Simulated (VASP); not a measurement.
VASP input:

**KPOINTS**
```
Automatic mesh
0
Gamma
11 11 6
0 0 0
```

**POSCAR**
```
TiSe2
1
    1.7700000000    -3.0657300000     0.0000000000
    1.7700000000     3.0657300000     0.0000000000
    0.0000000000     0.0000000000     6.0100000000
Ti Se
1 2
Direct
  0.0000000000   0.0000000000   0.0000000000
  0.3333330000   0.6666670000   0.2550000000
  0.6666670000   0.3333330000   0.7450000000
```

### INCAR
```
SYSTEM = TiSe2
PREC = Accurate
ENCUT = 400
EDIFF = 1E-6
NELM = 100
ALGO = Normal
LREAL = .FALSE.
LASPH = .TRUE.
ISMEAR = 1
SIGMA = 0.1
GGA = PS
LMAXMIX = 4
LWAVE = .FALSE.
LCHARG = .FALSE.
IBRION = 2
ISIF = 3
NSW = 60
EDIFFG = -0.01
```

POTCAR, in this order: Ti_sv Se (PBE.64 set). Program: vasp_std.

**Question.** Translate this PBEsol calculation to Ansatz.

**Answer.** One equivalent input (not run):
Ansatz 0.2 input:
```yaml
crystal:
  lattice:
    - [1.7700000, -3.0657300, 0.0000000]
    - [1.7700000, 3.0657300, 0.0000000]
    - [0.0000000, 0.0000000, 6.0100000]
  atoms:
    - { symbol: Ti, position: [0.0000000, 0.0000000, 0.0000000] }
    - { symbol: Se, position: [0.3333330, 0.6666670, 0.2550000] }
    - { symbol: Se, position: [0.6666670, 0.3333330, 0.7450000] }
kpoints:
  mp_grid: { grid: [11, 11, 6] }
hamiltonian:
  xc: pbesol
  pseudopotentials: { kind: paw }
scf:
  occupations: { method: methfessel_paxton, width: 0.1 }
  max_iter: 100
relax:
  max_steps: 60
  f_tol: 0.01
  cell: {}
output: { forces: true, stress: true, eigenvalues: true }
```
The two are equivalent in intent, not identical: each code has its own PAW files, so the cut-off isn't converted (ENCUT is set for VASP's; basis.ecutwfc is left out, and Ansatz then takes the one that its files recommend); Ansatz stops its SCF on the density residual and VASP on the energy change (EDIFF).

The compound is TiSe2 in the 1T layered structure. This run relaxes it. Symmetry was kept, so distortions that lower it aren't found.
